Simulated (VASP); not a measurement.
These are PBE GGA with D3 dispersion (zero damping), VASP's PBE PAW potentials (set 64) (plane waves; VASP) values and carry that method's errors.

VASP ran on this input.

KPOINTS:
```
Automatic mesh
0
Gamma
9 9 9
0 0 0
```

### INCAR
```
ALGO=Normal
EDIFF=1E-7
ENCUT=520
GGA=PE
ISIF=2
ISMEAR=1
IVDW=11
LASPH=T
LCHARG=F
LMAXMIX=4
LREAL=F
LWAVE=F
NELM=100
PREC=Accurate
SIGMA=0.1
SYSTEM=Rb
```

**POSCAR**
```
Rb
2.8106780
 -1.0000000982   1.0000000982   1.0000000982
  1.0000000982  -1.0000000982   1.0000000982
  1.0000000982   1.0000000982  -1.0000000982
Rb
1
direct
  0.0000000000   0.0000000000   0.0000000000
```

POTCAR, in this order: Rb_sv (PBE.64 set). Program: vasp_std.

Output of the run:

**OSZICAR**
```
       N       E                     dE             d eps       ncg     rms          rms(c)
DAV:   1     0.444755552915E+02    0.44476E+02   -0.33094E+03   560   0.813E+02
DAV:   2     0.194760048124E+01   -0.42528E+02   -0.41938E+02   608   0.137E+02
DAV:   3    -0.852195356746E+00   -0.27998E+01   -0.27993E+01   704   0.389E+01
DAV:   4    -0.935995601045E+00   -0.83800E-01   -0.83818E-01   944   0.627E+00
DAV:   5    -0.936808358365E+00   -0.81276E-03   -0.81276E-03   808   0.464E-01    0.127E+00
DAV:   6    -0.937243546231E+00   -0.43519E-03   -0.18853E-03   888   0.293E-01    0.766E-01
DAV:   7    -0.938116747441E+00   -0.87320E-03   -0.34682E-03   720   0.405E-01    0.465E-02
DAV:   8    -0.938225789604E+00   -0.10904E-03   -0.12567E-04   832   0.110E-01    0.151E-02
DAV:   9    -0.938235978826E+00   -0.10189E-04   -0.85955E-06   888   0.262E-02    0.485E-03
DAV:  10    -0.938235654947E+00    0.32388E-06   -0.31904E-06   928   0.116E-02    0.849E-04
DAV:  11    -0.938235683401E+00   -0.28454E-07   -0.47591E-08   648   0.186E-03
   1 F= -.10669817E+01 E0= -.10666465E+01  d E =-.100558E-02
```

**OUTCAR**
```
------------------------ aborting loop because EDIFF is reached ----------------------------------------
 Edisp (eV)   -0.12875
  FORCE on cell =-STRESS in cart. coord.  units (eV):
  Direction    XX          YY          ZZ          XY          YZ          ZX
  --------------------------------------------------------------------------------------
  Total      -0.00791    -0.00791    -0.00791    -0.00000    -0.00000     0.00000
  in kB      -0.14261    -0.14261    -0.14261    -0.00000    -0.00000     0.00000
  external pressure =       -0.14 kB  Pullay stress =        0.00 kB
  volume of cell :       88.82
      direct lattice vectors                 reciprocal lattice vectors
    -2.810678276  2.810678276  2.810678276     0.000000000  0.177893003  0.177893003
     2.810678276 -2.810678276  2.810678276     0.177893003  0.000000000  0.177893003
     2.810678276  2.810678276 -2.810678276     0.177893003  0.177893003  0.000000000
 POSITION                                       TOTAL-FORCE (eV/Angst)
 -----------------------------------------------------------------------------------
      0.00000      0.00000      0.00000         0.000000     -0.000000      0.000000
 -----------------------------------------------------------------------------------
    total drift:                               -0.000000     -0.000000      0.000000
  FREE ENERGIE OF THE ION-ELECTRON SYSTEM (eV)
  ---------------------------------------------------
  free  energy   TOTEN  =        -1.0669816964 eV

  energy  without entropy=       -1.0659761159  energy(sigma->0) =       -1.06664650
```
(Selected blocks of OUTCAR.)

The compound is Rb in the bcc structure. It was relaxed first.
